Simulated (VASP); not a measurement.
**Y2SiTe: single point with PBE**

Crystal: Y2SiTe.

```
CELL_PARAMETERS angstrom
5.56840 0.00000 0.00000
-2.78420 4.82238 0.00000
0.00000 0.00000 5.12740
ATOMIC_POSITIONS crystal
Y 0.33333 0.66667 0.50000
Y 0.66667 0.33333 0.50000
Si 0.00000 0.00000 0.00000
Te 0.00000 0.00000 0.50000
```

The cell was built by a generator and needn't be a form met in nature.

The cell isn't the ideal one: random cell by space group and Wyckoff sites (P6/mmm, No. 191).

```yaml
Program: VASP 6.6.1
Task: single point
Functional: PBE
Potentials_or_basis: VASP PAW PBE potentials, release 64 (Y_sv, Si, Te)
Cutoff: 520 eV
k_mesh: 6 × 6 × 4
Occupations: gaussian, width 0.1 eV
Spin: no spin polarisation
```

```yaml
Pressure: -0.2 GPa
Band_gap_on_the_k_mesh: none (metal or under the smearing width)
```

Stress tensor (GPa, compression positive):
```
-0.19  0.00  0.00
 0.00 -0.19  0.00
 0.00  0.00 -0.10
```

Levels at points of the mesh, in eV from the Fermi level:
| k point | band 12 | band 13 | band 14 | band 15 | band 16 | band 17 | band 18 | band 19 | band 20 | band 21 |
| --- | --- | --- | --- | --- | --- | --- | --- | --- | --- | --- |
| (0.00, 0.00, 0.00) | -4.82 | -4.82 | -1.68 | 0.58 | 0.58 | 0.62 | 0.62 | 0.66 | 0.86 | 0.86 |
| (0.50, 0.00, 0.00) | -5.47 | -4.54 | -1.31 | -1.02 | -0.16 | -0.08 | 0.59 | 1.09 | 1.17 | 1.31 |
| (0.00, 0.00, 0.50) | -4.53 | -1.01 | -1.01 | -0.97 | 0.01 | 0.01 | 0.10 | 0.60 | 0.84 | 0.84 |
| (0.50, 0.00, 0.50) | -4.18 | -2.14 | -1.81 | -1.09 | 0.22 | 0.33 | 0.62 | 1.14 | 1.78 | 1.80 |

It took 81 s on 1 thread of Intel(R) Xeon(R) Platinum 8488C (Sapphire Rapids), with other jobs on the host, peak memory 0.29 GiB.

The run has no spin-orbit coupling, so splittings on Te are missing.
